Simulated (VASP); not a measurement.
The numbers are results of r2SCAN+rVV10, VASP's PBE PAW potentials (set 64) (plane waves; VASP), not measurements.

VASP input:

**KPOINTS_OPT**
```
k-points along high-symmetry lines
6
Line-mode
Reciprocal
  0.000000   0.000000   0.000000 ! GAMMA
  0.000000   0.500000   0.000000 ! M

  0.000000   0.500000   0.000000 ! M
 -0.333333   0.666667   0.000000 ! K

 -0.333333   0.666667   0.000000 ! K
  0.000000   0.000000   0.000000 ! GAMMA

  0.000000   0.000000   0.000000 ! GAMMA
  0.000000   0.000000   0.500000 ! A

  0.000000   0.000000   0.500000 ! A
  0.000000   0.500000   0.500000 ! L

  0.000000   0.500000   0.500000 ! L
 -0.333333   0.666667   0.500000 ! H

 -0.333333   0.666667   0.500000 ! H
  0.000000   0.000000   0.500000 ! A

  0.000000   0.500000   0.500000 ! L
  0.000000   0.500000   0.000000 ! M

 -0.333333   0.666667   0.500000 ! H
 -0.333333   0.666667   0.000000 ! K
```

### INCAR
```
# general
SYSTEM   = Re
PREC     = Accurate
ENCUT    = 520   # plane-wave cut-off (eV)
LREAL    = .FALSE.
LASPH    = .TRUE.   # aspherical one-centre terms

# electronic loop
EDIFF    = 1E-7   # SCF stop (eV)
NELM     = 100   # most electronic steps
ALGO     = Normal
LMAXMIX  = 6   # l cut-off of mixed one-centre charges
LMIXTAU  = .TRUE.

# smearing
ISMEAR   = -5   # tetrahedra, Bloechl

# functional
METAGGA  = R2SCAN
LUSE_VDW = .TRUE.
BPARAM   = 11.95
CPARAM   = 0.0093

# ions
ISIF     = 2   # forces and stress, cell fixed

# output
LWAVE    = .FALSE.
LCHARG   = .FALSE.
LORBIT   = 11   # lm-projected
NEDOS    = 601   # DOS grid
```

POSCAR:
```
Re
1
    1.3768473066    -2.3847693756     0.0000000000
    1.3768473066     2.3847693756    -0.0000000000
    0.0000000000     0.0000000000     4.4619166681
Re
2
Direct
  0.3333330000   0.6666670000   0.2500000000
  0.6666670000   0.3333330000   0.7500000000
```

KPOINTS:
```
kpoints
0
Gamma
  17 17 9
0 0 0
```

POTCAR, in this order: Re (PBE.64 set). Program: vasp_std.

Output

**OSZICAR**
```
       N       E                     dE             d eps       ncg     rms          rms(c)
DAV:   1    -0.480772941198E+02   -0.48077E+02   -0.72913E+03  6560   0.164E+03
DAV:   2    -0.992638693957E+02   -0.51187E+02   -0.44368E+02  5801   0.334E+02
DAV:   3    -0.105539001264E+03   -0.62751E+01   -0.50861E+01  6190   0.256E+02
DAV:   4    -0.105914476034E+03   -0.37547E+00   -0.32950E+00  6620   0.295E+01
DAV:   5    -0.105929748293E+03   -0.15272E-01   -0.13573E-01  6425   0.386E+00    0.364E+01
DAV:   6    -0.105017875706E+03    0.91187E+00   -0.35423E-01  6804   0.120E+01    0.196E+01
DAV:   7    -0.103729746208E+03    0.12881E+01   -0.30204E+00  6580   0.537E+01    0.927E+00
DAV:   8    -0.104695610823E+03   -0.96586E+00   -0.11551E+00  6672   0.287E+01    0.176E+00
DAV:   9    -0.104696262556E+03   -0.65173E-03   -0.12532E-02  6433   0.261E+00    0.802E-01
DAV:  10    -0.104685346408E+03    0.10916E-01   -0.76239E-03  7079   0.169E+00    0.929E-01
DAV:  11    -0.104694862195E+03   -0.95158E-02   -0.26798E-03  6766   0.184E+00    0.329E-02
DAV:  12    -0.104694897001E+03   -0.34806E-04   -0.72251E-05  6759   0.200E-01    0.105E-01
DAV:  13    -0.104694986726E+03   -0.89724E-04   -0.58287E-05  5975   0.367E-01    0.285E-02
DAV:  14    -0.104695004604E+03   -0.17879E-04   -0.63718E-06  5861   0.462E-02    0.364E-03
DAV:  15    -0.104695007206E+03   -0.26017E-05   -0.15584E-06  5836   0.149E-02    0.693E-03
DAV:  16    -0.104695010957E+03   -0.37508E-05   -0.14096E-07  3031   0.213E-02    0.252E-03
DAV:  17    -0.104695011944E+03   -0.98740E-06   -0.59001E-07  4611   0.114E-02    0.416E-03
DAV:  18    -0.104695012706E+03   -0.76147E-06   -0.41083E-08  2709   0.755E-03    0.183E-03
DAV:  19    -0.104695012721E+03   -0.15440E-07   -0.30960E-08  2676   0.621E-03
   1 F= -.10469501E+03 E0= -.10469501E+03  d E =0.000000E+00
       N       E                     dE             ncg
```

### OUTCAR
```
------------------------ aborting loop because EDIFF is reached ----------------------------------------
  FORCE on cell =-STRESS in cart. coord.  units (eV):
  Direction    XX          YY          ZZ          XY          YZ          ZX
  --------------------------------------------------------------------------------------
  Total        0.0730256      0.0730256     -0.1031179     -0.0000000     -0.0000000      0.0000000
  in kB        3.9930238      3.9930235     -5.6384659     -0.0000000     -0.0000000      0.0000000
  external PRESSURE =       0.7825271 kB  Pullay stress =       0.0000000 kB
  volume of cell :       29.30
      direct lattice vectors                 reciprocal lattice vectors
     1.376847307 -2.384769376  0.000000000     0.363148475 -0.209663880  0.000000000
     1.376847307  2.384769376  0.000000000     0.363148475  0.209663880  0.000000000
     0.000000000  0.000000000  4.461916668     0.000000000  0.000000000  0.224118932
 POSITION                                       TOTAL-FORCE (eV/Angst)
 -----------------------------------------------------------------------------------
      1.37685      0.79492      1.11548         0.000000     -0.000000      0.000000
      1.37685     -0.79492      3.34644        -0.000000      0.000000      0.000000
 -----------------------------------------------------------------------------------
    total drift:                               -0.000000      0.000009     -0.000017
  FREE ENERGIE OF THE ION-ELECTRON SYSTEM (eV)
  ---------------------------------------------------
  free  energy   TOTEN  =      -104.6950127210 eV

  energy  without entropy=     -104.6950127210  energy(sigma->0) =     -104.69501272

 total charge

# of ion       s       p       d       tot
------------------------------------------
    1        0.620   0.693   4.830   6.143
    2        0.620   0.693   4.830   6.143
--------------------------------------------------
tot          1.240   1.387   9.660  12.287
```
(Selected blocks of OUTCAR.)

For a metal the tetrahedron method with Blöchl corrections gives inexact stress and forces.

The compound is Re in the hcp structure. It was relaxed first.
